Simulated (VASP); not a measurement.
**ZrZn: relaxation of cell and atoms with LDA**

The system is ZrZn.

```
Zr Zn
1.0
     3.33832    0.00000    0.00000
     0.00000    3.33832    0.00000
     0.00000    0.00000    3.33832
Zr Zn
1 1
Direct
  0.50000 0.50000 0.50000
  0.00000 0.00000 0.00000
```

```
Program                : VASP 6.6.1
Task                   : relaxation of cell and atoms
Functional             : LDA
Potentials or basis    : VASP PAW LDA potentials, release 64 (Zr_sv, Zn)
Cutoff                 : 600 eV
k mesh                 : 12 × 12 × 12
Occupations            : gaussian, width 0.1 eV
Spin                   : no spin polarisation
Dipole correction      : no
Further INCAR settings : ALGO = Normal; EDIFF = 1e-07; IBRION = 2; EDIFFG = -0.005; NSW = 70; ISIF = 3
```

The relaxed volume is 17.37 Å³/atom. The relaxed cell is a = 3.263 Å, b = 3.263 Å, c = 3.263 Å, α = 90.00°, β = 90.00°, γ = 90.00°, the space group after relaxing (to 0.05 Å) is Pm-3m (No. 221) and the energy gained by relaxing is 30.5 meV/atom. The ionic steps are 6 and the pressure after relaxing is 0.0 GPa. The band gap on the k mesh is none (metal or under the smearing width).

The path:
| step | energy change (eV) | largest force (eV/Å) | pressure (GPa) | volume (Å³) |
| --- | --- | --- | --- | --- |
| 1 | 0.0000 | 0.0000 | -7.51 | 37.20 |
| 2 | -0.0079 | 0.0000 | 8.78 | 32.70 |
| 3 | -0.0611 | 0.0000 | -0.08 | 34.77 |
| 4 | -0.0611 | 0.0000 | 0.10 | 34.72 |
| 5 | -0.0611 | 0.0000 | -0.09 | 34.77 |
| 6 | -0.0611 | 0.0000 | 0.00 | 34.75 |

Final structure:
```
Zr Zn
1.0
     3.26325    0.00000    0.00000
     0.00000    3.26325    0.00000
     0.00000    0.00000    3.26325
Zr Zn
1 1
Direct
  0.50000 0.50000 0.50000
  0.00000 0.00000 0.00000
```

Levels at points of the mesh, in eV from the Fermi level:
```csv
k point,band 9,band 10,band 11,band 12,band 13,band 14,band 15,band 16
"(0.00, 0.00, 0.00)",-7.22,-7.22,-0.99,-0.99,3.66,3.66,3.66,5.70
"(0.50, 0.00, 0.00)",-7.17,-4.30,-4.23,-0.72,0.65,0.65,3.72,5.45
"(0.50, 0.50, 0.00)",-6.97,-4.60,-0.42,-0.20,-0.20,2.15,2.15,5.14
"(0.50, 0.50, 0.50)",-6.96,-2.97,-2.97,-2.97,0.41,5.29,5.29,6.28
```

Wall time 4.1 min on 1 thread of AMD EPYC 7R43 64-Core Processor (Zen 3), on a shared host, peak memory 0.15 GiB.

LDA usually gives volumes a few per cent too small. Zero-point motion and thermal expansion aren't in these numbers.
